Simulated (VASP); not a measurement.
Data:

```
CSi
1.0
    0.00000     2.14902     2.14902
    2.14902     0.00000     2.14902
    2.14902     2.14902     0.00000
Si C
1 1
Direct
  0.00000   0.00000   0.00000
  0.25000   0.25000   0.25000
```

Method: PBEsol GGA, VASP's PBE PAW potentials (set 64) (plane waves; VASP 6.6.1). Run with 620 eV cut-off, 11×11×11 Γ-centred mesh, Gaussian smearing of 0.050 eV, potentials Si C.

Problem. Estimate the energy per atom (σ→0), pressure.

Solution. 
- energy per atom (σ→0) = -7.945 eV/atom
- pressure = 10.01 GPa

The absolute energy has meaning only against runs of the same code, potentials and settings.

The structure was generated: SiC was put into the zinc blende type (F-43m), which need not be its known phase. It was relaxed first under an external pressure of 10 GPa.
